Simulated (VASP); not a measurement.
Here is the system:

```
SrO
1.0
    0.00000     2.58000     2.58000
    2.58000     0.00000     2.58000
    2.58000     2.58000     0.00000
Sr O
1 1
Cartesian
  0.00000   0.00000   0.00000
  2.58000   2.58000   2.58000
```

The numbers are results of eigenvalue-self-consistent GW0 on PBE orbitals, VASP's PBE PAW potentials (set 64) (plane waves; VASP), not measurements. Settings: PREC = Normal, 500 eV cut-off, 4×4×4 Γ-centred mesh, Gaussian smearing of 0.010 eV, potentials Sr_sv_GW O_GW_new.

The mesh is coarse and the basis finite, so the quasiparticle values are not converged.

NBANDS = 160, ENCUTGW = 200 eV, NOMEGA = 64, 4 updates of the levels in G. The PBE levels (eV) are:

| state | KS energy | filling |
|---|---|---|
| k1 (0.00, 0.00, 0.00), band 5 | -10.54 | 2 |
| k1 (0.00, 0.00, 0.00), band 6 | 3.46 | 2 |
| k1 (0.00, 0.00, 0.00), band 7 | 3.46 | 2 |
| k1 (0.00, 0.00, 0.00), band 8 | 3.46 | 2 |
| k1 (0.00, 0.00, 0.00), band 9 | 7.39 | 0 |
| k1 (0.00, 0.00, 0.00), band 10 | 9.69 | 0 |
| k1 (0.00, 0.00, 0.00), band 11 | 9.69 | 0 |
| k1 (0.00, 0.00, 0.00), band 12 | 9.69 | 0 |
| k4 (0.25, 0.25, 0.00), band 5 | -10.04 | 2 |
| k4 (0.25, 0.25, 0.00), band 6 | 2.15 | 2 |
| k4 (0.25, 0.25, 0.00), band 7 | 3.32 | 2 |
| k4 (0.25, 0.25, 0.00), band 8 | 3.32 | 2 |
| k4 (0.25, 0.25, 0.00), band 9 | 7.87 | 0 |
| k4 (0.25, 0.25, 0.00), band 10 | 9.38 | 0 |
| k4 (0.25, 0.25, 0.00), band 11 | 11.92 | 0 |
| k4 (0.25, 0.25, 0.00), band 12 | 11.92 | 0 |
| k6 (-0.25, 0.25, 0.00), band 5 | -9.65 | 2 |
| k6 (-0.25, 0.25, 0.00), band 6 | 1.81 | 2 |
| k6 (-0.25, 0.25, 0.00), band 7 | 2.47 | 2 |
| k6 (-0.25, 0.25, 0.00), band 8 | 3.05 | 2 |
| k6 (-0.25, 0.25, 0.00), band 9 | 9.62 | 0 |
| k6 (-0.25, 0.25, 0.00), band 10 | 10.35 | 0 |
| k6 (-0.25, 0.25, 0.00), band 11 | 11.71 | 0 |
| k6 (-0.25, 0.25, 0.00), band 12 | 12.14 | 0 |

Problem. Give the quasiparticle energies and renormalisation factors Z.

Solution. 
```json
[
 {"state": "k1 (0.00, 0.00, 0.00), band 5", "QP energy (eV)": "-13.40", "Z": "0.78"},
 {"state": "k1 (0.00, 0.00, 0.00), band 6", "QP energy (eV)": "2.14", "Z": "0.74"},
 {"state": "k1 (0.00, 0.00, 0.00), band 7", "QP energy (eV)": "2.14", "Z": "0.74"},
 {"state": "k1 (0.00, 0.00, 0.00), band 8", "QP energy (eV)": "2.14", "Z": "0.74"},
 {"state": "k1 (0.00, 0.00, 0.00), band 9", "QP energy (eV)": "8.01", "Z": "0.82"},
 {"state": "k1 (0.00, 0.00, 0.00), band 10", "QP energy (eV)": "10.84", "Z": "0.81"},
 {"state": "k1 (0.00, 0.00, 0.00), band 11", "QP energy (eV)": "10.84", "Z": "0.81"},
 {"state": "k1 (0.00, 0.00, 0.00), band 12", "QP energy (eV)": "10.84", "Z": "0.81"},
 {"state": "k4 (0.25, 0.25, 0.00), band 5", "QP energy (eV)": "-12.67", "Z": "0.74"},
 {"state": "k4 (0.25, 0.25, 0.00), band 6", "QP energy (eV)": "0.66", "Z": "0.73"},
 {"state": "k4 (0.25, 0.25, 0.00), band 7", "QP energy (eV)": "1.97", "Z": "0.74"},
 {"state": "k4 (0.25, 0.25, 0.00), band 8", "QP energy (eV)": "1.97", "Z": "0.74"},
 {"state": "k4 (0.25, 0.25, 0.00), band 9", "QP energy (eV)": "8.72", "Z": "0.82"},
 {"state": "k4 (0.25, 0.25, 0.00), band 10", "QP energy (eV)": "10.21", "Z": "0.81"},
 {"state": "k4 (0.25, 0.25, 0.00), band 11", "QP energy (eV)": "13.31", "Z": "0.79"},
 {"state": "k4 (0.25, 0.25, 0.00), band 12", "QP energy (eV)": "13.31", "Z": "0.79"},
 {"state": "k6 (-0.25, 0.25, 0.00), band 5", "QP energy (eV)": "-12.23", "Z": "0.74"},
 {"state": "k6 (-0.25, 0.25, 0.00), band 6", "QP energy (eV)": "0.27", "Z": "0.73"},
 {"state": "k6 (-0.25, 0.25, 0.00), band 7", "QP energy (eV)": "1.05", "Z": "0.73"},
 {"state": "k6 (-0.25, 0.25, 0.00), band 8", "QP energy (eV)": "1.63", "Z": "0.74"},
 {"state": "k6 (-0.25, 0.25, 0.00), band 9", "QP energy (eV)": "10.62", "Z": "0.80"},
 {"state": "k6 (-0.25, 0.25, 0.00), band 10", "QP energy (eV)": "11.37", "Z": "0.79"},
 {"state": "k6 (-0.25, 0.25, 0.00), band 11", "QP energy (eV)": "13.03", "Z": "0.80"},
 {"state": "k6 (-0.25, 0.25, 0.00), band 12", "QP energy (eV)": "13.57", "Z": "0.80"}
]
```
On the mesh the gap opens from 3.31 to 5.37 eV.

The compound is SrO in the rock salt structure. The cell was not relaxed at this level. The k-mesh is coarse (spacing up to 0.53 per Å, 2π included), so the numbers may not be converged in it.
